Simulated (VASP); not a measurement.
Set up this calculation in VASP 6.6.1, as the native input.

* Task: single point
* Functional: PBE
* Potentials or basis: VASP PAW PBE potentials, release 64 (Be, C, N)
* Cutoff: 520 eV
* k mesh: 10 × 10 × 10
* Occupations: gaussian, width 0.1 eV
* Spin: no spin polarisation
* Dipole correction: no
* Further INCAR settings: ALGO = Normal; EDIFF = 1e-06; NBANDS = 24

The structure of BeC3N3 lies in POSCAR:

```
BeC3N3
1.0
    3.6292128680      0.0000000000      0.0000000000
    0.0000000000      3.6292128680      0.0000000000
    0.0000000000      0.0000000000      3.6292128680
Be C N
1 3 3
Direct
    0.0000000000      0.0000000000      0.0000000000
    0.5000000000      0.0000000000      0.0000000000
    0.0000000000      0.5000000000      0.0000000000
    0.0000000000      0.0000000000      0.5000000000
    0.5000000000      0.0000000000      0.5000000000
    0.5000000000      0.5000000000      0.0000000000
    0.0000000000      0.5000000000      0.5000000000
```

The cell was built by a generator and needn't be a form met in nature.

The cell isn't the ideal one: species swapped into the Ca3AsCl3 type (Pm-3m, No. 221).

The input as run:

INCAR

```
SYSTEM = BeC3N3
PREC     = Accurate       ! precision mode
ENCUT    = 520            ! plane-wave cutoff, eV
EDIFF    = 1E-6           ! SCF threshold, eV
ISMEAR   = 0              ! smearing method
SIGMA    = 0.1            ! smearing width, eV
LREAL    = .FALSE.        ! projectors in reciprocal space
LASPH    = .TRUE.         ! aspherical terms in the spheres
NELM     = 80             ! most SCF steps
ALGO     = Normal         ! electronic algorithm
ISIF     = 2              ! what is computed and relaxed
LWAVE    = .FALSE.        ! write WAVECAR
LCHARG   = .TRUE.         ! write CHGCAR
GGA      = PE             ! functional
LELF     = .TRUE.         ! ELF
LVHAR    = .TRUE.       
NBANDS   = 24             ! bands
```

KPOINTS

```
regular mesh
0
G
  10 10 10
  0 0 0
```

Potentials or basis: VASP PAW PBE potentials, release 64 (Be, C, N).

The run is started by

```sh
$ cat potpaw_PBE.64/Be/POTCAR potpaw_PBE.64/C/POTCAR potpaw_PBE.64/N/POTCAR > POTCAR
$ mpirun -np 1 vasp_std > vasp.out
```

Results of the run:

| Property | Result |
| --- | --- |
| Pressure | 0.1 GPa |
| Band gap on the k mesh | none (metal or under the smearing width) |

Wall time 61 s on 1 thread of Intel(R) Xeon(R) Platinum 8259CL CPU @ 2.50GHz (Skylake/Cascade Lake) (shared host), peak memory 0.18 GiB.
